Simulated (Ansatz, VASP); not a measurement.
# Cross-check of NbH between VASP and Ansatz, part 2 of 2

Aim: how closely do two programs agree when they are given the same cell, functional and k mesh? The cell is taken from a series of runs on this material, whose earlier steps may have relaxed, scaled, displaced or heated it; both programs get it as it stands. Other levels of theory on this material are compared in a session of their own.

VASP 6.6.1 and Ansatz 0.2.0.

So far: Set-up; Ansatz: zone-centre phonons, PBEsol.

## 3. VASP: zone-centre phonons, PBEsol

Level of this step: PBEsol; plane waves and PAW (Nb_sv, H) (VASP).

The same cell, functional, mesh and smearing now go to VASP, with its own data sets.

Lines of VASP's logs that name or quote its potential files are left out, and so is its time.

INCAR reads:

```
SYSTEM = NbH
PREC = Accurate
ENCUT = 500
EDIFF = 1E-08
NELM = 120
ISMEAR = 1
SIGMA = 0.15
LREAL = .FALSE.
ALGO = Normal
GGA = PS
NBANDS = 13
LASPH = .TRUE.
LORBIT = 11
LWAVE = .FALSE.
LCHARG = .FALSE.
ISIF = 2
IBRION = 8
GGA_COMPAT = .FALSE.
KPAR = 2
```

POSCAR reads:

```
NbH
1.0
   -1.5831013608      1.5831013608      1.9651695099
    1.5831013608     -1.5831013608      1.9651695099
    1.5831013608      1.5831013608     -1.9651695099
Nb H
1 1
Direct
    0.0000000000      0.0000000000      0.0000000000
    0.5000000000      0.5000000000      0.0000000000
```

KPOINTS reads:

```
Automatic mesh
0
Gamma
16 16 16
0 0 0
```

The projector-augmented-wave data sets are Nb_sv and H (PBE family, release 64).

Started as:

```sh
mpirun -np 2 vasp_std
```

Numbers of over 12 decimals in the logs are rounded to 6 here.

The log of the run:

```text
[banner, memory and clock lines left out]
running    2 mpi-ranks, on    1 nodes
 distrk:  each k-point on    1 cores,    2 groups
 distr:  one band on    1 cores,    1 groups

 POSCAR found type information on POSCAR NbH
 POSCAR found :  2 types and       2 ions
|                                                                             |
|               ----> ADVICE to this user running VASP <----                  |
|                                                                             |
|     You enforced a specific xc type in the INCAR file but a different       |
|     [... a line on the potential file left out ...]
|     I HOPE YOU KNOW WHAT YOU ARE DOING!                                     |
|                                                                             |

 LDA part: xc-table for (Slater+PW92), standard interpolation
 POSCAR, INCAR and KPOINTS ok, starting setup
 FFT: planning ... GRIDC
 FFT: planning ... GRID_SOFT
 FFT: planning ... GRID
 WAVECAR not read
 entering main loop
       N       E                     dE             d eps       ncg     rms          rms(c)
DAV:   1     0.115015657500E+03    0.11502E+03   -0.77431E+03  9098   0.108E+03
DAV:   2    -0.108784962225E+02   -0.12589E+03   -0.12029E+03 10094   0.377E+02
DAV:   3    -0.152610961939E+02   -0.43826E+01   -0.41856E+01 13024   0.617E+01
DAV:   4    -0.155265557799E+02   -0.26546E+00   -0.26445E+00 12025   0.142E+01
DAV:   5    -0.155357433992E+02   -0.91876E-02   -0.91840E-02 13398   0.224E+00    0.837E+00
DAV:   6    -0.147269492537E+02    0.80879E+00   -0.94549E-01 14531   0.121E+01    0.273E+00
DAV:   7    -0.146395888712E+02    0.87360E-01   -0.22138E-01 15331   0.526E+00    0.922E-01
DAV:   8    -0.146408700831E+02   -0.12812E-02   -0.15511E-02 10764   0.152E+00    0.919E-02
DAV:   9    -0.146409225277E+02   -0.52445E-04   -0.14027E-03 14914   0.345E-01    0.441E-02
DAV:  10    -0.146409306750E+02   -0.81472E-05   -0.21867E-05 10479   0.523E-02    0.252E-02
DAV:  11    -0.146409263641E+02    0.43109E-05   -0.10060E-05 11711   0.460E-02    0.438E-03
DAV:  12    -0.146409262172E+02    0.14687E-06   -0.73815E-07 12352   0.952E-03    0.188E-03
DAV:  13    -0.146409260789E+02    0.13834E-06   -0.41433E-08 12279   0.190E-03    0.554E-04
DAV:  14    -0.146409260679E+02    0.10956E-07   -0.11977E-09  5662   0.476E-04    0.197E-04
DAV:  15    -0.146409260583E+02    0.95974E-08   -0.66318E-10  5352   0.335E-04
   1 F= -.14640926E+02 E0= -.14640644E+02  d E =-.846278E-03
 Linear response reoptimize wavefunctions to high precision
DAV:   1    -0.146409260587E+02   -0.44565E-09   -0.17035E-10  5842   0.184E-04
DAV:   2    -0.146409260587E+02    0.00000E+00   -0.58514E-11  5162   0.910E-05
 Linear response DOF=           4
 Linear response progress:
  Degree of freedom:   1/  4
       N       E                     dE             d eps       ncg     rms          rms(c)
RMM:   1    -0.525892529162E+00   -0.52589E+00    0.55724E+00 17078   0.303E+01
RMM:   2    -0.438266392381E+00    0.87626E-01   -0.44430E-01 24073   0.530E+00    0.194E-01
RMM:   3    -0.438382429776E+00   -0.11604E-03   -0.30433E-02 31576   0.139E+00    0.110E-01
RMM:   4    -0.437950618347E+00    0.43181E-03   -0.76571E-03 40479   0.515E-01    0.319E-02
RMM:   5    -0.438266352566E+00   -0.31573E-03   -0.14493E-03 39640   0.211E-01    0.193E-02
RMM:   6    -0.438338910052E+00   -0.72557E-04   -0.53717E-04 39337   0.113E-01    0.566E-03
RMM:   7    -0.438234415686E+00    0.10449E-03   -0.19061E-04 40240   0.599E-02    0.496E-03
RMM:   8    -0.438247572653E+00   -0.13157E-04   -0.82673E-05 40351   0.326E-02    0.152E-03
RMM:   9    -0.438254171329E+00   -0.65987E-05   -0.33858E-05 41955   0.176E-02    0.965E-04
RMM:  10    -0.438273969891E+00   -0.19799E-04   -0.15431E-05 37024   0.115E-02    0.828E-04
RMM:  11    -0.438262099920E+00    0.11870E-04   -0.72644E-06 37120   0.688E-03    0.135E-04
RMM:  12    -0.438262438842E+00   -0.33892E-06   -0.37709E-06 41995   0.416E-03    0.165E-04
RMM:  13    -0.438257671122E+00    0.47677E-05   -0.20085E-06 36054   0.296E-03    0.449E-04
RMM:  14    -0.438264936947E+00   -0.72658E-05   -0.11947E-06 33233   0.227E-03    0.172E-04
[...]
RMM:  22    -0.438271917965E+00   -0.12809E-06   -0.30648E-08 34737   0.196E-04    0.367E-06
RMM:  23    -0.438271999811E+00   -0.81846E-07   -0.32598E-08 39503   0.159E-04    0.288E-06
RMM:  24    -0.438272018862E+00   -0.19051E-07   -0.17771E-08 39562   0.129E-04    0.314E-06
RMM:  25    -0.438272091387E+00   -0.72525E-07   -0.27043E-08 35714   0.112E-04    0.201E-06
RMM:  26    -0.438272147754E+00   -0.56367E-07   -0.16140E-08 37637   0.955E-05    0.128E-06
RMM:  27    -0.438272193729E+00   -0.45975E-07   -0.18679E-08 38848   0.825E-05    0.321E-07
RMM:  28    -0.438272215917E+00   -0.22188E-07   -0.12069E-08 36865   0.717E-05    0.474E-07
RMM:  29    -0.438272213485E+00    0.24317E-08   -0.49290E-09 30674   0.634E-05    0.601E-07
 first order change of Fermi-energy  -0.33927E-04
 force on displaced ion       1 direction 1 :  -0.231   0.000   0.000
 Linear response progress:
  Degree of freedom:   2/  4
       N       E                     dE             d eps       ncg     rms          rms(c)
RMM:   1    -0.531801984272E+00   -0.53180E+00    0.54542E+00  9870   0.303E+01
RMM:   2    -0.437225164552E+00    0.94577E-01   -0.43791E-01 13633   0.526E+00    0.207E-01
RMM:   3    -0.436938815990E+00    0.28635E-03   -0.29362E-02 17691   0.137E+00    0.118E-01
RMM:   4    -0.436661182291E+00    0.27763E-03   -0.78330E-03 21998   0.497E-01    0.361E-02
RMM:   5    -0.436967528746E+00   -0.30635E-03   -0.10175E-03 21248   0.190E-01    0.196E-02
RMM:   6    -0.436964826764E+00    0.27020E-05   -0.36349E-04 22001   0.956E-02    0.622E-03
RMM:   7    -0.436865127245E+00    0.99700E-04   -0.11704E-04 22431   0.473E-02    0.333E-03
RMM:   8    -0.436874545077E+00   -0.94178E-05   -0.52682E-05 21889   0.255E-02    0.103E-03
RMM:   9    -0.436881575723E+00   -0.70306E-05   -0.23760E-05 22139   0.142E-02    0.534E-04
RMM:  10    -0.436882195694E+00   -0.61997E-06   -0.12324E-05 22504   0.792E-03    0.362E-04
RMM:  11    -0.436882954459E+00   -0.75877E-06   -0.67337E-06 22391   0.473E-03    0.137E-04
RMM:  12    -0.436884932154E+00   -0.19777E-05   -0.38875E-06 22565   0.311E-03    0.870E-05
RMM:  13    -0.436886315088E+00   -0.13829E-05   -0.23241E-06 21956   0.209E-03    0.234E-04
RMM:  14    -0.436889711612E+00   -0.33965E-05   -0.13820E-06 18358   0.179E-03    0.890E-05
[...]
RMM:  19    -0.436889095519E+00   -0.12614E-06   -0.11912E-07 22472   0.391E-04    0.167E-06
RMM:  20    -0.436889164073E+00   -0.68554E-07   -0.12874E-07 23336   0.309E-04    0.259E-06
RMM:  21    -0.436889329417E+00   -0.16534E-06   -0.37648E-08 20169   0.255E-04    0.580E-07
RMM:  22    -0.436889436152E+00   -0.10674E-06   -0.50979E-08 21041   0.208E-04    0.132E-06
RMM:  23    -0.436889454177E+00   -0.18025E-07   -0.11508E-08 21326   0.169E-04    0.147E-06
RMM:  24    -0.436889469263E+00   -0.15086E-07   -0.28000E-08 19866   0.140E-04    0.283E-06
RMM:  25    -0.436889340158E+00    0.12910E-06   -0.79509E-09 21795   0.125E-04    0.914E-06
RMM:  26    -0.436889342848E+00   -0.26900E-08   -0.14759E-08 18059   0.102E-04    0.104E-05
 first order change of Fermi-energy   0.56763E-04
 force on displaced ion       1 direction 3 :  -0.000  -0.000  -9.466
 Linear response progress:
  Degree of freedom:   3/  4
       N       E                     dE             d eps       ncg     rms          rms(c)
RMM:   1    -0.156697250304E-01   -0.15670E-01   -0.18457E-03 36581   0.606E-01
RMM:   2    -0.146687632093E-01    0.10010E-02   -0.75471E-04 26414   0.183E-01    0.652E-02
RMM:   3    -0.149347747054E-01   -0.26601E-03   -0.21621E-04 30236   0.690E-02    0.366E-02
RMM:   4    -0.153612832061E-01   -0.42651E-03   -0.60997E-05 29633   0.445E-02    0.380E-03
RMM:   5    -0.154081728485E-01   -0.46890E-04   -0.10287E-05 33965   0.156E-02    0.121E-03
RMM:   6    -0.154005689498E-01    0.76039E-05   -0.13924E-06 34483   0.488E-03    0.459E-04
RMM:   7    -0.154020855391E-01   -0.15166E-05   -0.22648E-07 35014   0.203E-03    0.151E-04
RMM:   8    -0.154017068326E-01    0.37871E-06   -0.41402E-08 37400   0.832E-04    0.534E-05
RMM:   9    -0.154015169848E-01    0.18985E-06   -0.82313E-09 38662   0.321E-04    0.112E-05
RMM:  10    -0.154014414468E-01    0.75538E-07   -0.21176E-09 38793   0.134E-04    0.501E-06
RMM:  11    -0.154014313385E-01    0.10108E-07   -0.76784E-10 38849   0.619E-05    0.318E-06
RMM:  12    -0.154014282570E-01    0.30815E-08   -0.48603E-10 37956   0.315E-05    0.166E-06
 first order change of Fermi-energy  -0.59650E-04
 force on displaced ion       2 direction 1 :  -0.235  -0.000   0.000
 Linear response progress:
  Degree of freedom:   4/  4
       N       E                     dE             d eps       ncg     rms          rms(c)
RMM:   1    -0.156032463825E-01   -0.15603E-01   -0.39580E-04 21505   0.709E-01
RMM:   2    -0.157721832467E-01   -0.16894E-03   -0.62909E-04 15847   0.170E-01    0.959E-02
RMM:   3    -0.160798764469E-01   -0.30769E-03   -0.23489E-04 17370   0.856E-02    0.531E-02
RMM:   4    -0.167088063893E-01   -0.62893E-03   -0.13997E-04 15521   0.724E-02    0.555E-03
RMM:   5    -0.167514155719E-01   -0.42609E-04   -0.17608E-05 18418   0.273E-02    0.193E-03
RMM:   6    -0.167526482134E-01   -0.12326E-05   -0.27091E-06 19748   0.789E-03    0.749E-04
RMM:   7    -0.167553638778E-01   -0.27157E-05   -0.42681E-07 20596   0.299E-03    0.121E-04
RMM:   8    -0.167561855930E-01   -0.82172E-06   -0.88029E-08 21004   0.120E-03    0.716E-05
RMM:   9    -0.167553309728E-01    0.85462E-06   -0.18453E-08 20833   0.521E-04    0.348E-05
RMM:  10    -0.167557695490E-01   -0.43858E-06   -0.45166E-09 20800   0.237E-04    0.128E-05
RMM:  11    -0.167557497142E-01    0.19835E-07   -0.11391E-09 21502   0.105E-04    0.869E-06
RMM:  12    -0.167557295175E-01    0.20197E-07   -0.33316E-10 21042   0.502E-05    0.179E-06
RMM:  13    -0.167557270060E-01    0.25115E-08   -0.12795E-10 21149   0.245E-05    0.301E-06
 first order change of Fermi-energy   0.15283E-03
 force on displaced ion       2 direction 3 :  -0.000  -0.000  -9.466
 Linear response finished
```

From OUTCAR (step 3):

```text
ion  position               nearest neighbor table
   1  0.000  0.000  0.000-   2 1.97   2 1.97
   2  0.500  0.500  0.000-   1 1.97   1 1.97

  LATTYP: Found a body centered tetragonal cell.
 ALAT       =     3.1662027216
 C/A-ratio  =     1.2413415581

 Subroutine GETGRP returns: Found 16 space group operations
 (whereof 16 operations were pure point group operations)

The static configuration has the point symmetry D_4h.

 Found    349 irreducible k-points:

   k-points           NKPTS =    349   k-points in BZ     NKDIM =    349   number of bands    NBANDS=     13

   dimension x,y,z NGX =    24 NGY =   24 NGZ =   24
   dimension x,y,z NGXF=    48 NGYF=   48 NGZF=   48

   ENCUT  =  500.0 eV  36.75 Ry    6.06 a.u.   5.43  5.43  5.43*2*pi/ulx,y,z

   NELECT =      14.0000    total number of electrons

 k-points in reciprocal lattice and weights: Automatic mesh
   0.00000000  0.00000000  0.00000000       0.000
   0.06250000  0.00000000  0.00000000       0.002
   0.12500000  0.00000000  0.00000000       0.002
   0.18750000  0.00000000 -0.00000000       0.002
   0.25000000  0.00000000  0.00000000       0.002
   0.31250000  0.00000000 -0.00000000       0.002
   0.37500000  0.00000000 -0.00000000       0.002
   0.43750000  0.00000000  0.00000000       0.002
   0.50000000  0.00000000  0.00000000       0.001
[...]
-0.43750000 -0.43750000  0.43750000       0.000
   0.50000000  0.50000000  0.50000000       0.000

 average (electrostatic) potential at core
       1 -77.0025       2 -26.0398

  Total       -0.0697623     -0.0697623     -0.0709597      0.0000000     -0.0000000     -0.0000000
  in kB       -5.6735371     -5.6735371     -5.7709179      0.0000000     -0.0000000     -0.0000000
  external PRESSURE =      -5.7059974 kB  Pullay stress =       0.0000000 kB

  energy-cutoff  :      500.00
  volume of cell :       19.70
      direct lattice vectors                 reciprocal lattice vectors
    -1.583101361  1.583101361  1.965169510     0.000000000  0.315835746  0.254430978
     1.583101361 -1.583101361  1.965169510     0.315835746  0.000000000  0.254430978
     1.583101361  1.583101361 -1.965169510     0.315835746  0.315835746  0.000000000

 POSITION                                       TOTAL-FORCE (eV/Angst)
 -----------------------------------------------------------------------------------
      0.00000      0.00000      0.00000         0.000000      0.000000      0.000000
      0.00000      0.00000      1.96517         0.000000      0.000000     -0.000000
 -----------------------------------------------------------------------------------
    total drift:                               -0.000000      0.000000     -0.000000

 Eigenvectors and eigenvalues of the dynamical matrix
 ----------------------------------------------------

   1 f  =   48.356749 THz   303.834414 2PiTHz 1613.007518 cm-1   199.987354 meV
             X         Y         Z           dx          dy          dz
      0.000000  0.000000  0.000000     0.000000    0.000000   -0.103190
      0.000000  0.000000  1.965170     0.000000    0.000000    0.994662

   2 f  =    7.622742 THz    47.895102 2PiTHz  254.267312 cm-1    31.525115 meV
             X         Y         Z           dx          dy          dz
      0.000000  0.000000  0.000000    -0.102225    0.000000    0.000000
      0.000000  0.000000  1.965170     0.994761    0.000000    0.000000

   3 f  =    7.622742 THz    47.895102 2PiTHz  254.267312 cm-1    31.525115 meV
             X         Y         Z           dx          dy          dz
      0.000000  0.000000  0.000000     0.000000    0.102225    0.000000
      0.000000  0.000000  1.965170     0.000000   -0.994761    0.000000

   4 f/i=    0.000094 THz     0.000588 2PiTHz    0.003120 cm-1     0.000387 meV
             X         Y         Z           dx          dy          dz
      0.000000  0.000000  0.000000     0.000000   -0.000000    0.994662
      0.000000  0.000000  1.965170     0.000000    0.000000    0.103190

   5 f/i=    0.007409 THz     0.046551 2PiTHz    0.247134 cm-1     0.030641 meV
             X         Y         Z           dx          dy          dz
      0.000000  0.000000  0.000000     0.000000   -0.994761   -0.000000
      0.000000  0.000000  1.965170     0.000000   -0.102225    0.000000

   6 f/i=    0.007409 THz     0.046551 2PiTHz    0.247134 cm-1     0.030641 meV
             X         Y         Z           dx          dy          dz
      0.000000  0.000000  0.000000     0.994761    0.000000    0.000000
      0.000000  0.000000  1.965170     0.102225    0.000000    0.000000

 ELASTIC MODULI CONTR FROM IONIC RELAXATION (kBar)
 Direction    XX          YY          ZZ          XY          YZ          ZX
 --------------------------------------------------------------------------------
 XX           0.0000      0.0000      0.0000      0.0000      0.0000      0.0000
 YY           0.0000      0.0000      0.0000      0.0000      0.0000      0.0000
 ZZ           0.0000      0.0000      0.0000      0.0000      0.0000      0.0000
 XY           0.0000      0.0000      0.0000      0.0000      0.0000      0.0000
 YZ           0.0000      0.0000      0.0000      0.0000      0.0000      0.0000
 ZX           0.0000      0.0000      0.0000      0.0000      0.0000      0.0000
 --------------------------------------------------------------------------------
```

## 4. Differences

Known differences besides the potentials themselves: the cutoff is 1115.67 eV in Ansatz and 500 eV in VASP. Total energies have different zeros and are not compared.

The two programs side by side:

```csv
quantity,Ansatz,VASP,difference
optical mode 1 to 2 (cm⁻¹),259.1,254.3,+1.92 %
optical mode 3 (cm⁻¹),1606.8,1613.0,-0.39 %
```

Modes are paired by rising frequency, not by their patterns, so a pair may set unlike modes beside each other; they are those without the splitting of longitudinal modes.

## 5. Outcome

```
r.m.s. difference of the optical zone-centre modes, each program's sorted by frequency (zone-centre phonons, PBEsol) : 5.4 cm⁻¹
difference in optical mode 1 to 2 (zone-centre phonons, PBEsol)                                                      : +1.9 %
```

What this shows: The r.m.s. difference of the optical zone-centre modes, each program's sorted by frequency is 5.4 cm⁻¹ (zone-centre phonons, PBEsol). Among the rows given in per cent, the largest difference of the zone-centre phonons, PBEsol pair is in optical mode 1 to 2, +1.9 %. 4 further runs of this series are not shown here. How closely two codes agree says nothing of how well the functional describes the real material.

[Lines on the potential files, build, host, timing and source positions are cut from VASP's logs without a mark.]

[Logs are printed without paths, hosts, clocks, repeated set-up lines and the standing remarks that a program may print on its own settings, such as how far it seeks lower states.]

[Hosts, paths, dates, database ids (printed as entryN), source tags and the programs' standing remarks are cut or masked in the printed files.]
